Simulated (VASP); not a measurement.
Method: revPBE GGA, VASP's PBE PAW potentials (set 64) (plane waves; VASP).

The input files of a VASP run:

**KPOINTS**
```
Automatic mesh
0
Gamma
8 8 8
0 0 0
```

**INCAR**
```
! general
SYSTEM  = Pt3Ti
PREC    = Accurate
ENCUT   = 520   ! plane-wave cut-off (eV)
LREAL   = .False.
LASPH   = .True.

! electronic loop
EDIFF   = 1E-7   ! SCF stop (eV)
NELM    = 100
ALGO    = Normal   ! blocked Davidson
LMAXMIX = 6   ! l cut-off of mixed one-centre charges

! smearing
ISMEAR  = 1
SIGMA   = 0.1

! functional
GGA     = RE

! ions
ISIF    = 2

! output
LWAVE   = .False.
LCHARG  = .False.
```

File POSCAR:
```
Pt3Ti
1
    3.8825801229     0.0000000000     0.0000000000
    0.0000000000     3.8825801229     0.0000000000
    0.0000000000     0.0000000000     3.8825801229
Ti Pt
1 3
Direct
  0.0000000000   0.0000000000   0.0000000000
  0.0000000000   0.5000000000   0.5000000000
  0.5000000000   0.0000000000   0.5000000000
  0.5000000000   0.5000000000   0.0000000000
```

POTCAR, in this order: Ti_sv Pt (PBE.64 set). Program: vasp_std.

What VASP printed:

### OSZICAR
```
       N       E                     dE             d eps       ncg     rms          rms(c)
DAV:   1     0.391523697047E+03    0.39152E+03   -0.21405E+04  1750   0.183E+03
DAV:   2     0.604483143127E+01   -0.38548E+03   -0.37825E+03  1851   0.459E+02
DAV:   3    -0.293013773890E+02   -0.35346E+02   -0.33743E+02  2654   0.114E+02
DAV:   4    -0.303296639868E+02   -0.10283E+01   -0.10233E+01  1984   0.211E+01
DAV:   5    -0.303660970594E+02   -0.36433E-01   -0.36404E-01  2504   0.395E+00    0.231E+01
DAV:   6    -0.288214380282E+02    0.15447E+01   -0.21669E+01  2485   0.328E+01    0.143E+01
DAV:   7    -0.283304691047E+02    0.49097E+00   -0.28944E+01  2435   0.327E+01    0.109E+01
DAV:   8    -0.275913034911E+02    0.73917E+00   -0.16068E+00  2419   0.104E+01    0.452E+00
DAV:   9    -0.274980821570E+02    0.93221E-01   -0.16931E+00  2587   0.723E+00    0.198E+00
DAV:  10    -0.274594395556E+02    0.38643E-01   -0.23574E-01  2454   0.349E+00    0.383E-01
DAV:  11    -0.274607747716E+02   -0.13352E-02   -0.35848E-03  2234   0.520E-01    0.450E-01
DAV:  12    -0.274591122495E+02    0.16625E-02   -0.10553E-02  2486   0.659E-01    0.724E-02
DAV:  13    -0.274591037608E+02    0.84887E-05   -0.16576E-04  2015   0.942E-02    0.380E-02
DAV:  14    -0.274591112672E+02   -0.75063E-05   -0.70955E-05  2472   0.641E-02    0.468E-02
DAV:  15    -0.274590968388E+02    0.14428E-04   -0.78213E-05  2577   0.604E-02    0.819E-03
DAV:  16    -0.274590971725E+02   -0.33370E-06   -0.17070E-06  2194   0.862E-03    0.537E-03
DAV:  17    -0.274590973033E+02   -0.13078E-06   -0.45762E-07  1666   0.545E-03    0.178E-03
DAV:  18    -0.274590973584E+02   -0.55112E-07   -0.28727E-08   965   0.121E-03
   1 F= -.27459097E+02 E0= -.27458936E+02  d E =-.484898E-03
```

**OUTCAR**
```
------------------------ aborting loop because EDIFF is reached ----------------------------------------
  FORCE on cell =-STRESS in cart. coord.  units (eV):
  Direction    XX          YY          ZZ          XY          YZ          ZX
  --------------------------------------------------------------------------------------
  Total        5.8728324      5.8728324      5.8728324     -0.0000000      0.0000000      0.0000000
  in kB      160.7670007    160.7670007    160.7670007     -0.0000000      0.0000000      0.0000000
  external PRESSURE =     160.7670007 kB  Pullay stress =       0.0000000 kB
  volume of cell :       58.53
      direct lattice vectors                 reciprocal lattice vectors
     3.882580123  0.000000000  0.000000000     0.257560686  0.000000000  0.000000000
     0.000000000  3.882580123  0.000000000     0.000000000  0.257560686  0.000000000
     0.000000000  0.000000000  3.882580123     0.000000000  0.000000000  0.257560686
 POSITION                                       TOTAL-FORCE (eV/Angst)
 -----------------------------------------------------------------------------------
      0.00000      0.00000      0.00000         0.000000      0.000000      0.000000
      0.00000      1.94129      1.94129         0.000000      0.000000      0.000000
      1.94129      0.00000      1.94129         0.000000      0.000000      0.000000
      1.94129      1.94129      0.00000         0.000000      0.000000      0.000000
 -----------------------------------------------------------------------------------
    total drift:                                0.000000      0.000000     -0.000000
  FREE ENERGIE OF THE ION-ELECTRON SYSTEM (eV)
  ---------------------------------------------------
  free  energy   TOTEN  =       -27.4590973584 eV

  energy  without entropy=      -27.4586124603  energy(sigma->0) =      -27.45893573
```
(Selected blocks of OUTCAR.)

The compound is Pt3Ti in the L1_2 structure. This cell is one point of a volume scan, at 0.94 of the reference volume.
